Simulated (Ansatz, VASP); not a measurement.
# KBr: VASP beside Ansatz

One calculation is typed for both programs; each brings its own data sets. How far apart do they land? The cell is taken from a series of runs on this material, whose earlier steps may have relaxed, scaled, displaced or heated it; both programs get it as it stands.

Calculated with Ansatz 0.2.0; plane waves, with VASP 6.6.1 beside it; relaxation of cell and atoms at RPBE.

### Step 1. Set-up

It takes space group Fm-3m (No. 225, cubic). Conventional cell: a = 6.920 Å, b = 6.920 Å, c = 6.920 Å, α = 90.00°, β = 90.00°, γ = 90.00°. Nearest to K lie 6 Br at 3.46 Å. Br has 6 K at 3.46 Å nearest. Farther neighbours and most contacts between anions are not listed.

Coordinates:

```cif
data_structure
_symmetry_space_group_name_H-M 'P 1'
_symmetry_Int_Tables_number 1
_cell_length_a 4.8934
_cell_length_b 4.8934
_cell_length_c 4.8934
_cell_angle_alpha 60.000
_cell_angle_beta 60.000
_cell_angle_gamma 60.000
_cell_volume 82.85
loop_
_atom_site_label
_atom_site_type_symbol
_atom_site_fract_x
_atom_site_fract_y
_atom_site_fract_z
_atom_site_occupancy
K1 K 0.00000 0.00000 0.00000 1
Br2 Br 0.50000 0.50000 0.50000 1
```

### Step 2. VASP: relaxation of cell and atoms, RPBE

The relaxed volume is the usual yardstick between codes: in a stiff, nearly cubic crystal its relative difference is about their pressure difference at one cell divided by the bulk modulus.

Lines of VASP's logs that name or quote its potential files are left out, and so is its time.

INCAR

```
SYSTEM = KBr
PREC = Accurate
ENCUT = 500
EDIFF = 1E-07
NELM = 120
ISMEAR = 0
SIGMA = 0.02
LREAL = .FALSE.
ALGO = Normal
GGA = RP
NBANDS = 14
LORBIT = 11
LWAVE = .FALSE.
LCHARG = .FALSE.
ISIF = 3
IBRION = 2
NSW = 80
EDIFFG = -0.005
LASPH = .TRUE.
GGA_COMPAT = .FALSE.
NELMIN = 4
EFERMI = MIDGAP
```

POSCAR

```
KBr
1.0
    0.0000000000      3.4601400000      3.4601400000
    3.4601400000      0.0000000000      3.4601400000
    3.4601400000      3.4601400000      0.0000000000
K Br
1 1
Direct
    0.0000000000      0.0000000000      0.0000000000
    0.5000000000      0.5000000000      0.5000000000
```

KPOINTS

```
Automatic mesh
0
Gamma
6 6 6
0 0 0
```

The projector-augmented-wave data sets are K_sv and Br (PBE family, release 64).

On the command line:

```sh
> mpirun -np 1 vasp_std
```

Numbers of over 12 decimals in the logs are rounded to 6 here.

The program printed:

```text
[banner, memory and clock lines left out]
running    1 mpi-ranks, on    1 nodes
 distrk:  each k-point on    1 cores,    1 groups
 distr:  one band on    1 cores,    1 groups

 POSCAR found type information on POSCAR K Br
 POSCAR found :  2 types and       2 ions
|                                                                             |
|               ----> ADVICE to this user running VASP <----                  |
|                                                                             |
|     You enforced a specific xc type in the INCAR file but a different       |
|     [... a line on the potential file left out ...]
|     I HOPE YOU KNOW WHAT YOU ARE DOING!                                     |
|                                                                             |

 LDA part: xc-table for (Slater+PW92), standard interpolation
 POSCAR, INCAR and KPOINTS ok, starting setup
 FFT: planning ... GRIDC
 FFT: planning ... GRID_SOFT
 FFT: planning ... GRID
 WAVECAR not read
 entering main loop
       N       E                     dE             d eps       ncg     rms          rms(c)
DAV:   1     0.103026213344E+03    0.10303E+03   -0.65412E+03   448   0.954E+02
DAV:   2     0.965198969925E+00   -0.10206E+03   -0.94626E+02   570   0.234E+02
DAV:   3    -0.583932547984E+01   -0.68045E+01   -0.67708E+01   622   0.551E+01
DAV:   4    -0.611616106817E+01   -0.27684E+00   -0.27673E+00   738   0.953E+00
DAV:   5    -0.611758897724E+01   -0.14279E-02   -0.14278E-02   604   0.747E-01    0.250E+00
DAV:   6    -0.590891668448E+01    0.20867E+00   -0.30075E-01   568   0.254E+00    0.173E+00
DAV:   7    -0.590310817417E+01    0.58085E-02   -0.17485E-01   592   0.224E+00    0.876E-01
DAV:   8    -0.592383947795E+01   -0.20731E-01   -0.28660E-02   492   0.127E+00    0.149E-01
DAV:   9    -0.592532371870E+01   -0.14842E-02   -0.18559E-03   598   0.280E-01    0.104E-01
DAV:  10    -0.592627847960E+01   -0.95476E-03   -0.14313E-03   448   0.261E-01    0.331E-02
DAV:  11    -0.592629816087E+01   -0.19681E-04   -0.62028E-05   662   0.429E-02    0.507E-03
DAV:  12    -0.592631284940E+01   -0.14689E-04   -0.25529E-05   448   0.386E-02    0.786E-03
DAV:  13    -0.592631354074E+01   -0.69134E-06   -0.17849E-06   600   0.879E-03    0.139E-03
DAV:  14    -0.592631386620E+01   -0.32545E-06   -0.74616E-07   460   0.622E-03    0.477E-04
DAV:  15    -0.592631389443E+01   -0.28238E-07   -0.10540E-08   464   0.806E-04
   1 F= -.59263139E+01 E0= -.59263139E+01  d E =-.592631E+01
 curvature:   0.00 expect dE= 0.000E+00 dE for cont linesearch  0.000E+00
 trial: gam= 0.00000 g(F)=  0.192E-59 g(S)=  0.155E-04 ort = 0.000E+00 (trialstep = 0.100E+01)
 search vector abs. value=  0.155E-04
 bond charge predicted
       N       E                     dE             d eps       ncg     rms          rms(c)
DAV:   1    -0.592643907109E+01   -0.12520E-03   -0.24393E-03   526   0.426E-01    0.640E-02
DAV:   2    -0.592635298545E+01    0.86086E-04   -0.19967E-04   590   0.112E-01    0.264E-02
DAV:   3    -0.592632972843E+01    0.23257E-04   -0.74835E-05   818   0.622E-02    0.170E-02
DAV:   4    -0.592632845642E+01    0.12720E-05   -0.11557E-06   816   0.738E-03    0.776E-03
DAV:   5    -0.592632683578E+01    0.16206E-05   -0.19902E-06   858   0.729E-03    0.143E-03
DAV:   6    -0.592632672776E+01    0.10802E-06   -0.34397E-08   326   0.209E-03    0.662E-04
DAV:   7    -0.592632672135E+01    0.64119E-08   -0.12096E-08   242   0.818E-04
   2 F= -.59263267E+01 E0= -.59263267E+01  d E =-.128269E-04
 trial-energy change:   -0.000013  1 .order   -0.000012   -0.000016   -0.000009
 step:   1.8205(harm=  2.4533)  dis= 0.00000  next Energy=    -5.926331 (dE=-0.169E-04)
 reached required accuracy - stopping structural energy minimisation
```

From OUTCAR (step 2):

```text
ion  position               nearest neighbor table
   1  0.000  0.000  0.000-
   2  0.500  0.500  0.500-

  LATTYP: Found a face centered cubic cell.
 ALAT       =     6.9202800000

 Subroutine GETGRP returns: Found 48 space group operations
 (whereof 48 operations were pure point group operations)

The static configuration has the point symmetry O_h .

 Found     16 irreducible k-points:

   k-points           NKPTS =     16   k-points in BZ     NKDIM =     16   number of bands    NBANDS=     14

   dimension x,y,z NGX =    36 NGY =   36 NGZ =   36
   dimension x,y,z NGXF=    72 NGYF=   72 NGZF=   72

   ENCUT  =  500.0 eV  36.75 Ry    6.06 a.u.   8.92  8.92  8.92*2*pi/ulx,y,z

   NELECT =      16.0000    total number of electrons

 k-points in reciprocal lattice and weights: Automatic mesh
   0.00000000  0.00000000  0.00000000       0.005
   0.16666667  0.00000000  0.00000000       0.037
   0.33333333  0.00000000  0.00000000       0.037
   0.50000000  0.00000000  0.00000000       0.019
   0.16666667  0.16666667  0.00000000       0.028
   0.33333333  0.16666667  0.00000000       0.111
   0.50000000  0.16666667  0.00000000       0.111
  -0.33333333  0.16666667  0.00000000       0.111
  -0.16666667  0.16666667  0.00000000       0.056
[...]
-0.33333333  0.33333333  0.16666667       0.111
  -0.33333333  0.50000000  0.16666667       0.056

 average (electrostatic) potential at core
       1 -37.7068       2 -65.0904

 E-fermi :   0.0835

 k-point     1 :       0.0000    0.0000    0.0000
  band No.  band energies     occupation
    ...
      4     -13.7741      2.00000
      5     -13.7741      2.00000
      6      -2.1137      2.00000
      7      -2.1137      2.00000
      8      -2.1137      2.00000
      9       2.2808      0.00000
     10       5.5979      0.00000
     11       5.5979      0.00000
     12       5.5979      0.00000
     13       6.2856      0.00000
    ...

 k-point     2 :       0.1667    0.0000    0.0000
  band No.  band energies     occupation
    ...
      4     -13.7750      2.00000
      5     -13.7008      2.00000
      6      -2.3771      2.00000
      7      -2.1723      2.00000
      8      -2.1723      2.00000
      9       2.8356      0.00000
     10       5.4605      0.00000
     11       5.8748      0.00000
     12       5.8748      0.00000
     13       6.5655      0.00000
    ...

 k-point     3 :       0.3333    0.0000    0.0000
  band No.  band energies     occupation
    ...
      4     -13.7767      2.00000
      5     -13.5876      2.00000
      6      -2.8058      2.00000
      7      -2.2843      2.00000
      8      -2.2843      2.00000
      9       3.9310      0.00000
     10       5.5129      0.00000
     11       6.6115      0.00000
     12       6.6115      0.00000
     13       7.2801      0.00000
    ...

  Total        0.0086834      0.0086834      0.0086834      0.0000000     -0.0000000      0.0000000
  in kB        0.1677368      0.1677368      0.1677368      0.0000000     -0.0000000      0.0000000
  external PRESSURE =       0.1677368 kB  Pullay stress =       0.0000000 kB

  energy-cutoff  :      500.00
  volume of cell :       82.94
      direct lattice vectors                 reciprocal lattice vectors
     0.000000000  3.461363417  3.461363417    -0.144451749  0.144451749  0.144451749
     3.461363417  0.000000000  3.461363417     0.144451749 -0.144451749  0.144451749
     3.461363417  3.461363417 -0.000000000     0.144451749  0.144451749 -0.144451749

 POSITION                                       TOTAL-FORCE (eV/Angst)
 -----------------------------------------------------------------------------------
      3.46136      0.00000      3.46136         0.000000     -0.000000     -0.000000
      3.46136      3.46136      3.46136        -0.000000      0.000000      0.000000
 -----------------------------------------------------------------------------------
    total drift:                                0.000000      0.000000      0.000000

  FREE ENERGIE OF THE ION-ELECTRON SYSTEM (eV)
  ---------------------------------------------------
  free  energy   TOTEN  =        -5.9263267213 eV

  energy  without entropy=       -5.9263267213  energy(sigma->0) =       -5.92632672

 reached required accuracy - stopping structural energy minimisation

 total charge
# of ion       s       p       d       tot
------------------------------------------
    1        1.956   5.611   0.016   7.583
    2        1.600   3.308   0.000   4.909
--------------------------------------------------
tot          3.556   8.919   0.017  12.492

[... 3 further parts left out ...]
```

CONTCAR:

```
KBr
   1.00000000000000
     0.0000000000000000    3.4613634170625009    3.4613634170625009
     3.4613634170625009    0.0000000000000000    3.4613634170625009
     3.4613634170625009    3.4613634170625009   -0.0000000000000000
  K               Br
     1     1
Direct
     0.0000000000000000    1.0000000000000000    0.0000000000000000
     0.5000000000000000    0.5000000000000000    0.5000000000000000
```

### Step 3. Ansatz: relaxation of cell and atoms, RPBE

Ansatz runs on its default PAW (the set named soft_2) files.

The same cell, functional, mesh and smearing now go to Ansatz, which takes its cutoff from its data sets.

input.yaml

```yaml
crystal:
  lattice:
    - [0.0, 3.460139963, 3.460139963]
    - [3.460139963, 0.0, 3.460139963]
    - [3.460139963, 3.460139963, 0.0]
  atoms:
    - { symbol: K, position: [0.0, 0.0, 0.0] }
    - { symbol: Br, position: [0.5, 0.5, 0.5] }
kpoints:
  mp_grid: { grid: [6, 6, 6] }
hamiltonian:
  xc: rpbe
scf:
  occupations: { method: gaussian, width: 0.02 }
output:
  forces: true
  stress: true
  eigenvalues: true
relax:
  adjacent_minimum: "off"
  f_tol: 0.005
  max_steps: 80
  cell: { stress_tol: 0.05 }
```

On the command line:

```sh
> ansatz run input.yaml --threads 4 --pin off --max-ram 8192MiB --backend cpu --events-out ev --progress --plain --runs-dir out
```

The program printed:

```text
Engine: ansatz 0.2.0, aarch64-unknown-linux-gnu
Pseudopotentials: kind: paw
Pseudopotential: K, paw, valence charge 9, recommended cutoff 420 eV (normal), K.paw.azcp
Pseudopotential: Br, paw, valence charge 7, recommended cutoff 420 eV (normal), Br.paw.azcp
Functional definition: RPBE
  parameter kappa = 0.804
  parameter beta = 0.066725
  exchange = rpbe_x(kappa = kappa, mu = beta*pi^2/3)
  correlation = pbe_c(beta = beta)
Crystal: 2 atoms, lattice volume = 82.854 Å³
Basis set: ecut = 420 eV, 1639 PW (Γ), exchange–correlation on 72×72×72 points (8 copies of the dense FFT grid, shifted against one another)
Bands: 12, of which v1, the nominal top of the filled ones, is band 8 counted from 1 (7 counted from 0)
Symmetry: 48 space group operations
Space group: Fm-3m (ITA 225), of the structure as read, at distance tolerance 4.4e-5 Å
k-points: 16 of 216
Non-local potential: K, projectors of the file, l = 0: 3, l = 1: 2, l = 2: 2
Non-local potential: Br, projectors of the file, l = 0: 2, l = 1: 2, l = 2: 2
PAW form: soft (Blöchl's): semilocal exchange-correlation on the pseudo side does not see the compensation charge
PAW frozen core: K, regenerated for the run's functional, and the local potential with it (the file was generated under x = pbe(κ = 0.804, μ = 0.219515), c = pbe(β = 0.066725))
PAW frozen core: Br, regenerated for the run's functional, and the local potential with it (the file was generated under x = pbe(κ = 0.804, μ = 0.219515), c = pbe(β = 0.066725))
PAW one-centre angular grid: K, 110 points (default); XC on 64 Gauss nodes
PAW one-centre angular grid: Br, 110 points (default); XC on 64 Gauss nodes
Initial density: superposition of atomic densities (neutral atoms: chi_scale 0, normalization atom), corrected by the library's trained network
Initial wavefunctions: pseudopotential atomic-orbital guess
Functional: x = rpbe, c = pbe(β = 0.066725)
SCF iter   1: F=—  HF=-4335.127633 eV  |F-HF|=—  |Δ(HF+E_count)|=         —  Δρ=2.06e-3  dr2=4.51e-3  ethr=1.77e-3  ⟨swp⟩=7.6  Hψ=1386  notcnv=0
preconditioner: auto → none  [insulator: Δε(μ)=4.422 eV  Ē_g=14.739 eV  σ=0.020 eV  W_gap=1.00  n_scr=14 (ndim 8)  ℏωp=15.3 eV  f_vac=0.103  D(μ)=0.00/eV (n_scr^D=0)  ε∞_Penn≈2.1]
SCF iter   2: F=—  HF=-4335.127049 eV  |F-HF|=—  |Δ(HF+E_count)|=   5.85e-4  Δρ=1.05e-3  dr2=5.27e-4  ethr=2.82e-5  ⟨swp⟩=2.4  Hψ=466  notcnv=0
SCF iter   3: F=—  HF=-4335.127097 eV  |F-HF|=—  |Δ(HF+E_count)|=   4.81e-5  Δρ=3.83e-4  dr2=9.15e-5  ethr=3.30e-6  ⟨swp⟩=2.9  Hψ=363  notcnv=0
SCF iter   4: F=—  HF=-4335.127118 eV  |F-HF|=—  |Δ(HF+E_count)|=   2.15e-5  Δρ=2.17e-5  dr2=4.42e-7  ethr=5.72e-7  ⟨swp⟩=2.1  Hψ=281  notcnv=0
iter 5 did not close the SCF: its close was put off for the readings that it lacked (scf_convergence_deferred on its scf_iter line)
SCF iter   5: F=-4335.127119 eV  HF=-4335.127119 eV  |F-HF|=9.52e-8  |Δ(HF+E_count)|=   6.71e-7  Δρ=8.95e-6  dr2=2.11e-8  ethr=2.76e-9  ⟨swp⟩=2.0  Hψ=316  notcnv=0
SCF iter   6: F=-4335.127119 eV  HF=-4335.127119 eV  |F-HF|=6.35e-10  |Δ(HF+E_count)|=   1.12e-7  Δρ=1.15e-6  dr2=1.06e-9  ethr=1.32e-10  ⟨swp⟩=2.2  Hψ=691  notcnv=0
SCF 1 converged in 6 iterations: F = -4335.127119 eV  dr2 = 1.06e-9
  greatest PAW one-centre occupation: 0.988 electrons in one spin orbital (limit 2), on the K atom at site 0 (counted from 0), in its partial waves of l = 0
relax step   1: F+E_penalty+E_count = -4335.12711896 eV  Δ(F+E_penalty+E_count) = +0.000e0 eV  max|allowed force component| = 3.668e-29 eV/Å  Δτ_max = 0.0000 Å  P = +0.021 GPa  Ω = 82.854 Å³  (6 SCF iters, dr2 threshold 1.00e-7 eV, accepted)
Initial density: handed on by an earlier stage of this run
Initial wavefunctions: pseudopotential atomic-orbital guess (no wavefunctions were taken with the density)
iter 1 solved again at ethr=9.63e-7 eV; its pass at ethr=3.10e-3 eV (dr2=1.54e-4 eV) is discarded
SCF iter   1: F=—  HF=-4335.127115 eV  |F-HF|=—  |Δ(HF+E_count)|=         —  Δρ=1.42e-6  dr2=1.44e-9  ethr=9.63e-7  ⟨swp⟩=3.3  Hψ=1884  notcnv=0
eigensolver tolerance schedule: the retry pair's looser diagonalisation over-reported the residual by 107015.71 of it (diagonalisation noise at an unbounded share of the residual, at the tolerance the schedule requests for it); recorded, not acted on — ethr = c·dr2/N_el stays at c = 1.0e-1
preconditioner: auto → none  [insulator: Δε(μ)=4.396 eV  Ē_g=14.727 eV  σ=0.020 eV  W_gap=1.00  n_scr=14 (ndim 8)  ℏωp=15.3 eV  f_vac=0.118  D(μ)=0.00/eV (n_scr^D=0)  ε∞_Penn≈2.1]
SCF iter   2: F=—  HF=-4335.127119 eV  |F-HF|=—  |Δ(HF+E_count)|=   3.76e-6  Δρ=5.23e-7  dr2=8.37e-11  ethr=9.00e-12  ⟨swp⟩=4.1  Hψ=508  notcnv=0
SCF iter   3: F=-4335.127119 eV  HF=-4335.127119 eV  |F-HF|=5.82e-11  |Δ(HF+E_count)|=  7.37e-11  Δρ=2.83e-7  dr2=1.33e-11  ethr=1.00e-12  ⟨swp⟩=7.8  Hψ=1106  notcnv=0
SCF 2 converged in 3 iterations: F = -4335.127119 eV  dr2 = 1.33e-11
relax step   2: F+E_penalty+E_count = -4335.12711896 eV  Δ(F+E_penalty+E_count) = -4.429e-10 eV  max|allowed force component| = 3.787e-29 eV/Å  Δτ_max = 0.0000 Å  P = +0.021 GPa  Ω = 82.854 Å³  stress off target by 2.14e-2 GPa  SCF on the basis re-selected at this cell (its energy is not comparable with the rows above)  (3 SCF iters)
basis re-selected at this cell: Δ(F+E_penalty+E_count) = -4.429e-10 eV, ΔP = -0.000 GPa vs the last step (what re-selecting the basis moved, of the pressure what is left beyond the Pulay correction that the steps carried, after the strain that the cell walked since its last selection, with what the two solves' SCF thresholds leave and, on support functions, any second-order correction that the steps lacked; it is no  [...]
SCF converged after 3 iterations
Free energy (F): -4335.127119 eV
Harris-Foulkes:  -4335.127119 eV  (|F-HF|=5.82e-11)
Internal energy: -4335.127119 eV  (E = F + TS)
E sigma→0 (E₀):  -4335.127119 eV
Fermi energy:    2.525772 eV
--- Per-component energies (eV) ---
  E_band       = -147.477374
  E_kinetic    = 387.663981
  E_local      = -895.767174  (includes V_loc(G=0)·N_el)
  E_nonlocal   = 81.200907
  E_hartree    = 294.042813
  E_xc         = -401.774306
  E_vxc        = -269.285333  (∫ρ·V_xc dr)
  E_paw        = -3037.423120  (= ΣΔE_a)
  E_vpaw       = -39.375352  (= ΣTr[D̂ρ^β])
  E_aug_tail   = -0.000004  (compensation charges beyond the density's cutoff)
  E_ewald      = -762.961418
  E_core_change = -0.108798  (= ΣΔE_core)
  E_smearing   = -0.000000  (= −TS)
  E_closure    = -0.000000  (closes the sum)
  Σ components = -4335.127119   (vs F -4335.127119, Δ=0.00e0)
--- Forces (eV/Å), atoms counted from 1 ---
  atom   1  K     -0.00000000     0.00000000    -0.00000000
  atom   2  Br     0.00000000     0.00000000     0.00000000
  max |Σ_I F_I| component: 6.73e-29 eV/Å
--- Stress (GPa, compression-positive) ---
        0.021433       0.000000       0.000000
        0.000000       0.021433       0.000000
       -0.000000       0.000000       0.021433
  P = ⅓ Tr σ = 0.0214 GPa (0.214 kbar)
--- Band table (eV; the first three rows and the last of 16) ---
  k-point 0: bands = [... 4 lower, -11.3203, 0.3276, 0.3276, 0.3276, 4.7238, 8.0379, 8.0379, 8.0379]
  k-point 1: bands = [... 4 lower, -11.2480, 0.0635, 0.2686, 0.2686, 5.2795, 7.9010, 8.3134, 8.3134]
  k-point 2: bands = [... 4 lower, -11.1354, -0.3661, 0.1560, 0.1560, 6.3753, 7.9552, 9.0448, 9.0448]
  k-point 15: bands = [... 4 lower, -11.2456, -0.2208, -0.0212, -0.0184, 7.1295, 7.9104, 8.4820, 9.1701]
--- Relaxed structure (1 steps of the walk, 1 accepted, 1 SCFs on fresh bases) ---
  F+E_penalty+E_count = -4335.12711896 eV   max|allowed force component| = 3.787e-29 eV/Å   (the final SCF, on the basis selected at the relaxed cell)
  cell:  # Å, volume = 82.8535 Å³
    - [0.0, 3.460139963, 3.460139963]
    - [3.460139963, 0.0, 3.460139963]
    - [3.460139963, 3.460139963, 0.0]
  atoms:
    - { symbol: K, position: [0.0, 0.0, 0.0] }
    - { symbol: Br, position: [0.500000, 0.500000, 0.500000] }
```

In the SCF lines HF is the Harris–Foulkes energy and dr2 the Hartree energy of the density residual, in eV; the loop may stop once dr2 is under the threshold and the program's other checks hold. Hψ counts applications of the Hamiltonian.

### Step 4. Comparison

Known differences besides the potentials themselves: the cutoff is 420 eV in Ansatz and 500 eV in VASP; Ansatz makes its cores anew for this functional, VASP keeps those of its PBE data sets; Ansatz adds a Pulay correction to the stress that steers its cell, VASP none. Total energies have different zeros and are not compared.

Compared:

```
                                         quantity  Ansatz   VASP  difference
                                      volume (Å³)   82.85  82.94     -0.11 %
edge a after relaxation, in the typed setting (Å)   4.893  4.895     -0.03 %
```

### Step 5. Summary of results

| Item | Value |
| --- | --- |
| difference in volume (relaxation of cell and atoms, RPBE) | -0.11 % |

**Reading.** The difference in volume is -0.11 % (relaxation of cell and atoms, RPBE), within the 1.2 % picked in this series as the mark of a large difference, as far as the stopping tolerances let one tell. 1 further run of this series is not shown here. Such differences can come from data sets, numerical settings and the points named under the comparisons, not from the functional's error against experiment.

[Lines on the potential files, build, host, timing and source positions are cut from VASP's logs without a mark.]

[Logs are printed without paths, hosts, clocks, repeated set-up lines and the standing remarks that a program may print on its own settings, such as how far it seeks lower states.]

[Hosts, paths, dates, database ids (printed as entryN), source tags and the programs' standing remarks are cut or masked in the printed files.]
